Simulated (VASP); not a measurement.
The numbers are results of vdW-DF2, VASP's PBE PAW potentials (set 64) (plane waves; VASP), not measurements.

A VASP calculation is set up with these files.

INCAR:
```
AGGAC=0.0
ALGO=Normal
EDIFF=1E-6
EDIFFG=-0.02
ENCUT=520
GGA=ML
IBRION=2
ISIF=3
ISMEAR=0
LASPH=T
LCHARG=F
LMAXMIX=6
LREAL=F
LUSE_VDW=T
LWAVE=F
NELM=100
NSW=60
PREC=Accurate
SIGMA=0.05
SYSTEM=La2O3
ZAB_VDW=-1.8867
```

KPOINTS:
```
Automatic mesh
0
Gamma
6 6 4
0 0 0
```

**POSCAR**
```
La2O3
1
    1.9491290206    -3.3759904061     0.0000000000
    1.9491290206     3.3759904061    -0.0000000000
   -0.0000000000    -0.0000000000     6.0579462875
La O
2 3
Direct
  0.3333330000   0.6666670000   0.2456728687
  0.6666670000   0.3333330000   0.7543271313
  0.0000000000   0.0000000000   0.0000000000
  0.3333330000   0.6666670000   0.6459472137
  0.6666670000   0.3333330000   0.3540527863
```

POTCAR, in this order: La O (PBE.64 set). Program: vasp_std.

What VASP printed:

**OUTCAR**
```
 ion  position               nearest neighbor table
   1  0.333  0.667  0.246-   5 2.34   5 2.34   5 2.34   4 2.42   3 2.70   3 2.70   3 2.70
   2  0.667  0.333  0.754-   4 2.34   4 2.34   4 2.34   5 2.42   3 2.70   3 2.70   3 2.70
   3  0.000  0.000  0.000-   1 2.70   2 2.70   2 2.70   1 2.70   2 2.70   1 2.70
   4  0.333  0.667  0.646-   2 2.34   2 2.34   2 2.34   1 2.42
   5  0.667  0.333  0.354-   1 2.34   1 2.34   1 2.34   2 2.42
  LATTYP: Found a hexagonal cell.
 ALAT       =     3.8982579649
 C/A-ratio  =     1.5540137010
 Subroutine PRICEL returns:
 Original cell was already a primitive cell.
 Subroutine GETGRP returns: Found 12 space group operations
The static configuration has the point symmetry D_3d.
The dynamic configuration has the point symmetry D_3d.
 Subroutine INISYM returns: Found 12 space group operations
 Subroutine IBZKPT returns following result:
 Found     24 irreducible k-points:

 Following reciprocal coordinates:
            Coordinates               Weight
  0.000000  0.000000  0.000000      1.000000
  0.166667 -0.000000  0.000000      6.000000
  0.333333  0.000000  0.000000      6.000000
  0.500000  0.000000  0.000000      3.000000
  0.166667  0.166667  0.000000      6.000000
...
```

### OSZICAR
```
...
DAV:   7    -0.325738519179E+02   -0.10555E-04   -0.70786E-05  1968   0.782E-02    0.165E-02
DAV:   8    -0.325738478747E+02    0.40432E-05   -0.37343E-05  1888   0.447E-02    0.330E-03
DAV:   9    -0.325738478162E+02    0.58464E-07   -0.31653E-06  1344   0.207E-02
   5 F= -.32573848E+02 E0= -.32573848E+02  d E =-.132461E-01
       N       E                     dE             d eps       ncg     rms          rms(c)
DAV:   1    -0.325764428553E+02   -0.25950E-02   -0.27321E-01  2096   0.568E+00    0.269E-01
DAV:   2    -0.325756856011E+02    0.75725E-03   -0.13674E-02  1896   0.867E-01    0.125E-01
DAV:   3    -0.325754381097E+02    0.24749E-03   -0.17444E-03  2296   0.454E-01    0.646E-02
DAV:   4    -0.325753815049E+02    0.56605E-04   -0.29882E-04  2280   0.170E-01    0.262E-02
DAV:   5    -0.325753886746E+02   -0.71697E-05   -0.82343E-05  2232   0.723E-02    0.150E-02
DAV:   6    -0.325753870697E+02    0.16049E-05   -0.23042E-05  1888   0.362E-02    0.795E-03
DAV:   7    -0.325753891032E+02   -0.20335E-05   -0.10685E-05  1752   0.291E-02    0.640E-03
DAV:   8    -0.325753883669E+02    0.73624E-06   -0.38309E-06  1128   0.179E-02
   6 F= -.32575388E+02 E0= -.32575388E+02  d E =-.147866E-01
       N       E                     dE             d eps       ncg     rms          rms(c)
DAV:   1    -0.325759327476E+02   -0.54364E-03   -0.63868E-02  2096   0.273E+00    0.130E-01
DAV:   2    -0.325757476563E+02    0.18509E-03   -0.31359E-03  1864   0.423E-01    0.610E-02
DAV:   3    -0.325756882013E+02    0.59455E-04   -0.41550E-04  2280   0.228E-01    0.313E-02
DAV:   4    -0.325756763519E+02    0.11849E-04   -0.72598E-05  2280   0.824E-02    0.130E-02
DAV:   5    -0.325756785884E+02   -0.22365E-05   -0.19353E-05  2104   0.349E-02    0.736E-03
DAV:   6    -0.325756782448E+02    0.34365E-06   -0.62864E-06  1536   0.199E-02
   7 F= -.32575678E+02 E0= -.32575678E+02  d E =-.150765E-01
       N       E                     dE             d eps       ncg     rms          rms(c)
DAV:   1    -0.325757045824E+02   -0.25994E-04   -0.41054E-03  2096   0.694E-01    0.328E-02
DAV:   2    -0.325756943284E+02    0.10254E-04   -0.20936E-04  1904   0.107E-01    0.155E-02
DAV:   3    -0.325756906175E+02    0.37109E-05   -0.25904E-05  2200   0.558E-02    0.811E-03
DAV:   4    -0.325756899514E+02    0.66608E-06   -0.29632E-06  1192   0.221E-02
   8 F= -.32575690E+02 E0= -.32575690E+02  d E =-.150882E-01
       N       E                     dE             d eps       ncg     rms          rms(c)
DAV:   1    -0.325790854794E+02   -0.33949E-02   -0.33212E-01  1760   0.934E+00    0.337E-01
DAV:   2    -0.325781137933E+02    0.97169E-03   -0.18936E-02  1896   0.140E+00    0.199E-01
DAV:   3    -0.325771690424E+02    0.94475E-03   -0.44274E-03  2272   0.782E-01    0.491E-02
DAV:   4    -0.325771720699E+02   -0.30276E-05   -0.43122E-04  1856   0.147E-01    0.282E-02
DAV:   5    -0.325771698044E+02    0.22656E-05   -0.76692E-05  2080   0.837E-02    0.173E-02
DAV:   6    -0.325771721091E+02   -0.23047E-05   -0.12680E-05  1944   0.372E-02    0.551E-03
DAV:   7    -0.325771718991E+02    0.20997E-06   -0.52973E-06  1400   0.192E-02
   9 F= -.32577172E+02 E0= -.32577172E+02  d E =-.148195E-02
       N       E                     dE             d eps       ncg     rms          rms(c)
DAV:   1    -0.325833757548E+02   -0.62036E-02   -0.10510E+00  1752   0.165E+01    0.599E-01
DAV:   2    -0.325802727818E+02    0.31030E-02   -0.59913E-02  1888   0.251E+00    0.354E-01
DAV:   3    -0.325773084600E+02    0.29643E-02   -0.14676E-02  2272   0.141E+00    0.901E-02
DAV:   4    -0.325773102044E+02   -0.17444E-05   -0.15083E-03  1904   0.281E-01    0.512E-02
DAV:   5    -0.325773007861E+02    0.94182E-05   -0.27737E-04  2032   0.157E-01    0.314E-02
DAV:   6    -0.325773079106E+02   -0.71244E-05   -0.44457E-05  2016   0.667E-02    0.126E-02
DAV:   7    -0.325773066797E+02    0.12308E-05   -0.19968E-05  1912   0.344E-02    0.340E-03
DAV:   8    -0.325773068403E+02   -0.16055E-06   -0.10056E-06  1096   0.126E-02
  10 F= -.32577307E+02 E0= -.32577307E+02  d E =-.161689E-02
       N       E                     dE             d eps       ncg     rms          rms(c)
DAV:   1    -0.325789867274E+02   -0.16800E-02   -0.22621E-01  1760   0.772E+00    0.278E-01
DAV:   2    -0.325782637217E+02    0.72301E-03   -0.12183E-02  1904   0.112E+00    0.163E-01
DAV:   3    -0.325776389694E+02    0.62475E-03   -0.29213E-03  2280   0.633E-01    0.379E-02
DAV:   4    -0.325776436696E+02   -0.47002E-05   -0.23001E-04  1768   0.109E-01    0.217E-02
DAV:   5    -0.325776438473E+02   -0.17766E-06   -0.49051E-05  2128   0.701E-02    0.140E-02
DAV:   6    -0.325776442517E+02   -0.40444E-06   -0.72165E-06  1608   0.272E-02
  11 F= -.32577644E+02 E0= -.32577644E+02  d E =-.195430E-02
       N       E                     dE             d eps       ncg     rms          rms(c)
DAV:   1    -0.325777698311E+02   -0.12598E-03   -0.10215E-01  1544   0.262E+00    0.135E-01
DAV:   2    -0.325779432347E+02   -0.17340E-03   -0.66239E-03  1816   0.850E-01    0.570E-02
DAV:   3    -0.325778717856E+02    0.71449E-04   -0.39300E-04  2056   0.202E-01    0.235E-02
DAV:   4    -0.325778616542E+02    0.10131E-04   -0.12908E-04  2280   0.105E-01    0.116E-02
DAV:   5    -0.325778610187E+02    0.63544E-06   -0.20303E-05  1960   0.323E-02    0.434E-03
DAV:   6    -0.325778611963E+02   -0.17754E-06   -0.11212E-06  1192   0.149E-02
  12 F= -.32577861E+02 E0= -.32577861E+02  d E =-.216945E-03
       N       E                     dE             d eps       ncg     rms          rms(c)
DAV:   1    -0.325778692289E+02   -0.82102E-05   -0.47109E-03  1536   0.564E-01    0.291E-02
DAV:   2    -0.325778773981E+02   -0.81692E-05   -0.30465E-04  1840   0.182E-01    0.121E-02
DAV:   3    -0.325778743014E+02    0.30968E-05   -0.17004E-05  1960   0.432E-02    0.501E-03
DAV:   4    -0.325778737717E+02    0.52963E-06   -0.36188E-06  1200   0.228E-02
  13 F= -.32577874E+02 E0= -.32577874E+02  d E =-.229520E-03
       N       E                     dE             d eps       ncg     rms          rms(c)
DAV:   1    -0.325778439304E+02    0.30371E-04   -0.18625E-02  1544   0.113E+00    0.580E-02
DAV:   2    -0.325778762174E+02   -0.32287E-04   -0.12106E-03  1832   0.363E-01    0.241E-02
DAV:   3    -0.325778640000E+02    0.12217E-04   -0.67991E-05  2064   0.860E-02    0.101E-02
DAV:   4    -0.325778624041E+02    0.15960E-05   -0.23044E-05  2272   0.446E-02    0.482E-03
DAV:   5    -0.325778623205E+02    0.83563E-07   -0.24844E-06  1176   0.137E-02
  14 F= -.32577862E+02 E0= -.32577862E+02  d E =-.218069E-03
       N       E                     dE             d eps       ncg     rms          rms(c)
DAV:   1    -0.325778699745E+02   -0.75704E-05   -0.74650E-03  1528   0.705E-01    0.366E-02
DAV:   2    -0.325778825065E+02   -0.12532E-04   -0.48872E-04  1816   0.234E-01    0.155E-02
DAV:   3    -0.325778767435E+02    0.57630E-05   -0.28278E-05  2032   0.545E-02    0.620E-03
DAV:   4    -0.325778757221E+02    0.10214E-05   -0.85244E-06  1736   0.286E-02    0.292E-03
DAV:   5    -0.325778755263E+02    0.19577E-06   -0.88501E-07   704   0.117E-02
  15 F= -.32577876E+02 E0= -.32577876E+02  d E =-.231275E-03
       N       E                     dE             d eps       ncg     rms          rms(c)
DAV:   1    -0.325778270414E+02    0.48681E-04   -0.53189E-02  1216   0.158E+00    0.635E-02
DAV:   2    -0.325780099125E+02   -0.18287E-03   -0.28372E-03  1816   0.546E-01    0.295E-02
DAV:   3    -0.325779913670E+02    0.18546E-04   -0.12004E-04  2048   0.100E-01    0.150E-02
DAV:   4    -0.325779841185E+02    0.72484E-05   -0.41754E-05  1816   0.631E-02    0.648E-03
DAV:   5    -0.325779839588E+02    0.15974E-06   -0.93315E-06  1800   0.244E-02
  16 F= -.32577984E+02 E0= -.32577984E+02  d E =-.108432E-03
```

OUTCAR:
```
------------------------ aborting loop because EDIFF is reached ----------------------------------------
  FORCE on cell =-STRESS in cart. coord.  units (eV):
  Direction    XX          YY          ZZ          XY          YZ          ZX
  --------------------------------------------------------------------------------------
  Total        0.0566277      0.0566277      0.0246664     -0.0000000     -0.0000000      0.0000000
  in kB        1.0327121      1.0327120      0.4498378     -0.0000000     -0.0000000      0.0000000
  external PRESSURE =       0.8384206 kB  Pullay stress =       0.0000000 kB
  volume of cell :       87.85
      direct lattice vectors                 reciprocal lattice vectors
     1.999881040 -3.463895476 -0.000000000     0.250014871 -0.144346157 -0.000000000
     1.999881040  3.463895476  0.000000000     0.250014871  0.144346157  0.000000000
     0.000000000 -0.000000000  6.341056860    -0.000000000 -0.000000000  0.157702418
 POSITION                                       TOTAL-FORCE (eV/Angst)
 -----------------------------------------------------------------------------------
      1.99988      1.15463      1.56980        -0.000000      0.000000     -0.001793
      1.99988     -1.15463      4.77125        -0.000000     -0.000000      0.001793
      3.99976     -0.00000      0.00000        -0.000000     -0.000000      0.000000
      1.99988      1.15463      4.09561         0.000000     -0.000000     -0.008613
      1.99988     -1.15463      2.24545         0.000000     -0.000000      0.008613
 -----------------------------------------------------------------------------------
    total drift:                                0.000000      0.000000      0.000000
  FREE ENERGIE OF THE ION-ELECTRON SYSTEM (eV)
  ---------------------------------------------------
  free  energy   TOTEN  =       -32.5779839588 eV

  energy  without entropy=      -32.5779839588  energy(sigma->0) =      -32.57798396

 reached required accuracy - stopping structural energy minimisation
```
(Selected blocks of OUTCAR.)

### CONTCAR
```
La2O3
   1.00000000000000
     1.9998810401599256   -3.4638954757686036   -0.0000000000000000
     1.9998810401599256    3.4638954757686036    0.0000000000000000
     0.0000000000000000   -0.0000000000000000    6.3410568595290560
  La              O
     2     3
Direct
     0.3333330000000032    0.6666669999999968    0.2475619383541000
     0.6666669999999968    0.3333330000000032    0.7524380616459002
     1.0000000000000000    1.0000000000000000    0.0000000000000000
     0.3333330000000032    0.6666669999999968    0.6458868132742542
     0.6666669999999968    0.3333330000000032    0.3541131867257459
```

Energy and stress use the plane-wave basis of the starting cell.

The compound is La2O3 in the a-type structure. This run relaxes it. Symmetry was kept, so distortions that lower it aren't found. The start is the result of an earlier pass.
